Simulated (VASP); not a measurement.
Given:

```
Dy
1.0
    1.79039    -3.10105     0.00000
    1.79039     3.10105     0.00000
    0.00000     0.00000     5.49658
Dy
2
Direct
  0.33333   0.66667   0.25000
  0.66667   0.33333   0.75000
```

Calculation: MS2 meta-GGA, VASP's PBE PAW potentials (set 64) (plane waves; VASP 6.6.1). Run with 520 eV cut-off, 13×13×8 Γ-centred mesh, tetrahedra with Blöchl corrections, potentials Dy_3.

The 4f electrons are frozen in the core of the lanthanide potential, so 4f levels, which can set the real gap, and their magnetism are missing.

Give the energies of bands 7 to 12 at the high-symmetry points, in eV from the Fermi level.

```
band      Γ      M      K      A      L      H
----  -----  -----  -----  -----  -----  -----
7     -5.28  -1.96  -1.03  -3.55  -2.01  -0.59
8     -2.22  -1.53  -0.75  -3.55  -2.01  -0.59
9      1.55  -1.01  -0.75   1.13   0.08  -0.45
10     1.87   0.06  -0.46   1.13   0.08  -0.45
11     1.87   1.47   1.30   1.73   1.81   0.64
12     2.44   1.81   1.30   1.73   1.81   0.64
```

It has no gap at this level: it comes out as a metal or semimetal.

The compound is Dy in the hcp structure. It was relaxed first.
